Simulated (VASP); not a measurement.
These are rev-vdW-DF2, VASP's PBE PAW potentials (set 64) (plane waves; VASP) values and carry that method's errors. For the first row: Run with 520 eV cut-off, 9×9×9 Γ-centred mesh, first-order Methfessel-Paxton smearing of 0.10 eV, potentials Al Ni.

```tsv
system	energy (eV/atom)
Ni3Al (L1_2)	-3.4635
Al (fcc)	-2.6314
Ni (fcc)	-3.1551
```

The references are the elements' solids at the same level; no temperature or zero-point terms are added.

Task: What is the formation energy per atom of Ni3Al?

Result: The references average (1×(-2.6314) + 3×(-3.1551))/4 = -3.0242 eV, so the formation energy is -3.4635 − (-3.0242) = -0.439 eV/atom.
